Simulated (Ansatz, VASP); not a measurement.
# One calculation of Hf2BeCl, two programs

The input INCAR:

```
PREC = Accurate
ENCUT = 600
EDIFF = 1E-6
ISMEAR = 0
SIGMA = 0.1
LREAL = F
LASPH = T
NELM = 100
ALGO = Normal
ISIF = 3
LWAVE = F
LCHARG = F
GGA = PE
IBRION = 2
NSW = 100
EDIFFG = -0.01
```

Contents of KPOINTS:

```
Automatic mesh
0
Gamma
  18 18 6
```

POSCAR

```
Hf2BeCl
1.0
    3.2308644150      0.0000000000      0.0000000000
   -1.6154322075      2.7980106596      0.0000000000
    0.0000000000      0.0000000000      7.8449192434
Hf Be Cl
2 1 1
Direct
    0.0000000000      0.0000000000      0.7399977623
    0.0000000000      0.0000000000      0.2600022377
    0.3333333333      0.6666666667      0.5000000000
    0.3333333333      0.6666666667      0.0000000000
```

Input for Ansatz:

```yaml
crystal:
  lattice:
    - [3.230864415, 0.0, 0.0]
    - [-1.6154322075, 2.7980106596, 0.0]
    - [0.0, 0.0, 7.8449192434]
  atoms:
    - { symbol: Hf, position: [0.0, 0.0, 0.7399977623] }
    - { symbol: Hf, position: [0.0, 0.0, 0.2600022377] }
    - { symbol: Be, position: [0.3333333333, 0.6666666667, 0.5] }
    - { symbol: Cl, position: [0.3333333333, 0.6666666667, 0.0] }
basis:
  ecutwfc: 420
kpoints:
  mp_grid: { grid: [18, 18, 6] }
hamiltonian:
  xc: pbe
scf:
  occupations: { method: gaussian, width: 0.1 }
output:
  forces: true
  stress: true
  eigenvalues: true
  write_density: true
  write_potential: true
  elf: true
  volumetric_format: npy
relax:
  adjacent_minimum: "off"
  f_tol: 0.01
  max_steps: 80
  cell: { stress_tol: 0.05 }
```

Alike in both runs: task relaxation of cell and atoms; functional PBE; k mesh 18 × 18 × 6; occupations gaussian, width 0.1 eV; no spin polarisation.

|  | VASP | Ansatz |
| --- | --- | --- |
| version | VASP 6.6.1 | Ansatz 0.2.0 |
| potentials or method | VASP PAW PBE potentials, release 64 (Hf_pv, Be, Cl) | scalar-relativistic, plane waves, PAW |
| plane-wave cutoff (eV) | 600 | 420 |
| valence electrons in the cell | 29 | 61 |

Ansatz gave:

```
gap on the k mesh at the Fermi level, each at its own relaxed structure (eV) : none
relaxed volume (Å³/atom)                                                     : 17.64
relaxed cell length with the largest relative difference (Å)                 : 3.255
energy change over the relaxation (meV/atom)                                 : -3
```

Estimate VASP's values.

gap on the k mesh at the Fermi level, each at its own relaxed structure (eV): none; relaxed volume (Å³/atom): 17.55; relaxed cell length with the largest relative difference (Å): 3.247; energy change over the relaxation (meV/atom): -3.

A gap of «none» marks a metal or a gap that the smearing closes. The two sets of potentials don't hold the same shells in valence. Ansatz warned: «eigensolver_not_converged».

Caveats: an odd number of electrons without spin polarisation forces a metal; a magnetic or distorted state may lie lower. The runs have no spin-orbit coupling, so splittings on Hf are missing.
